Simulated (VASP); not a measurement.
```
CELL_PARAMETERS angstrom
      5.14429     0.00000     0.00000
      0.00000     5.14429     0.00000
      0.00000     0.00000     5.14429
ATOMIC_POSITIONS crystal
  Sr 0.00000 0.50000 0.50000
  Sr 0.50000 0.00000 0.50000
  Sr 0.50000 0.50000 0.00000
  Sb 0.00000 0.00000 0.00000
  N  0.50000 0.50000 0.50000
```

Calculation: PBEsol GGA, VASP's PBE PAW potentials (set 64) (plane waves; VASP). Run with 520 eV cut-off, 5×5×5 Γ-centred mesh, tetrahedra with Blöchl corrections, potentials Sr_sv Sb N.

Unless said otherwise, spin-orbit coupling is left out, though it shifts the bands of the heavy elements here.

**Question.** Estimate the energy per atom (σ→0), band gap (on the k-mesh) with the smallest direct gap where there is one.

**Answer.** 
| Property | Result |
|---|---|
| band gap (on the k-mesh) | 0.15 eV |
| smallest direct gap (on the k-mesh) | 0.15 eV |
| energy per atom (σ→0) | -4.718 eV/atom |

Total energies compare only between runs with the same potentials, cut-off and functional.

The structure comes from a computed database's Sr3SbN entry (Pm-3m); how it stands against other phases isn't given here. It was relaxed first.
